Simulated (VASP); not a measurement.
OSZICAR of a VASP run on Ta (space group Im-3m):

**OSZICAR**
```
       N       E                     dE             d eps       ncg     rms          rms(c)
DAV:   1     0.278202514929E+02    0.27820E+02   -0.50009E+03  3550   0.764E+02
DAV:   2    -0.118542222881E+02   -0.39674E+02   -0.39001E+02  4314   0.188E+02
DAV:   3    -0.123364923948E+02   -0.48227E+00   -0.45799E+00  3987   0.212E+01
DAV:   4    -0.123400238241E+02   -0.35314E-02   -0.35159E-02  4056   0.149E+00
DAV:   5    -0.123400499559E+02   -0.26132E-04   -0.26130E-04  3913   0.992E-02    0.132E+01
DAV:   6    -0.119525237098E+02    0.38753E+00   -0.45349E-01  3643   0.796E+00    0.638E+00
DAV:   7    -0.118401977208E+02    0.11233E+00   -0.36021E-01  3717   0.670E+00    0.410E-01
DAV:   8    -0.118388481535E+02    0.13496E-02   -0.47343E-03  3762   0.876E-01    0.135E-01
DAV:   9    -0.118388013843E+02    0.46769E-04   -0.21633E-04  3731   0.171E-01    0.307E-02
DAV:  10    -0.118387960110E+02    0.53733E-05   -0.35674E-06  3916   0.251E-02    0.481E-03
DAV:  11    -0.118387964220E+02   -0.41098E-06   -0.13080E-07  1893   0.500E-03
   1 F= -.11838796E+02 E0= -.11797355E+02  d E =-.828819E-01
```

Problem. Which electronic solver shows in the log?

Solution. It is blocked Davidson (ALGO = Normal, or the opening steps of other solvers). The INCAR had ALGO = Normal.

Problem. Can the final energy be trusted as converged?

Solution. Self-consistency was reached. It stopped with EDIFF = 1E-6, NELM = 100 (PBE GGA, plane waves, VASP's PBE PAW potentials (set 64)).

The structure comes from a computed database's Ta entry; how it stands against other phases isn't given here. The cell was not relaxed at this level.
